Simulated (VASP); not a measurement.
Consider the following.

```
Ir
1.0
    2.73475     0.00000     0.00000
   -1.36738     2.36836     0.00000
    0.00000     0.00000     4.43470
Ir
2
Direct
  0.66667   0.33333   0.75000
  0.33333   0.66667   0.25000
```

Computed with r2SCAN meta-GGA, VASP's PBE PAW potentials (set 64) (plane waves; VASP). Numerical set-up: 400 eV cut-off, 17×17×9 Γ-centred mesh, tetrahedra with Blöchl corrections, potentials Ir.

### Question
Give the energies of bands 1 to 12 at the high-symmetry points, in eV from the Fermi level.

### Answer

```json
[
 {"band": "1", "Γ": "-11.51", "M": "-7.75", "K": "-6.97", "A": "-9.20", "L": "-7.99", "H": "-6.46"},
 {"band": "2", "Γ": "-8.37", "M": "-7.63", "K": "-6.01", "A": "-9.20", "L": "-7.99", "H": "-6.46"},
 {"band": "3", "Γ": "-4.03", "M": "-7.04", "K": "-6.01", "A": "-4.51", "L": "-6.13", "H": "-5.55"},
 {"band": "4", "Γ": "-3.92", "M": "-4.23", "K": "-5.22", "A": "-4.51", "L": "-6.13", "H": "-5.55"},
 {"band": "5", "Γ": "-3.92", "M": "-3.67", "K": "-4.35", "A": "-4.05", "L": "-2.19", "H": "-4.26"},
 {"band": "6", "Γ": "-3.25", "M": "-3.50", "K": "-4.35", "A": "-4.05", "L": "-2.19", "H": "-4.26"},
 {"band": "7", "Γ": "-3.25", "M": "-3.05", "K": "-2.48", "A": "-4.05", "L": "-0.96", "H": "-2.46"},
 {"band": "8", "Γ": "-2.45", "M": "0.71", "K": "-0.04", "A": "-4.05", "L": "-0.96", "H": "-2.46"},
 {"band": "9", "Γ": "-2.45", "M": "0.96", "K": "-0.04", "A": "-0.50", "L": "0.96", "H": "0.31"},
 {"band": "10", "Γ": "-0.76", "M": "1.13", "K": "0.30", "A": "-0.50", "L": "0.96", "H": "0.31"},
 {"band": "11", "Γ": "0.26", "M": "3.03", "K": "4.77", "A": "-0.50", "L": "2.09", "H": "7.36"},
 {"band": "12", "Γ": "0.26", "M": "4.55", "K": "4.77", "A": "-0.50", "L": "2.09", "H": "7.36"}
]
```

It has no gap at this level: it comes out as a metal or semimetal.

The structure comes from a computed database's Ir entry (P6_3/mmc); how it stands against other phases isn't given here. It was relaxed first.
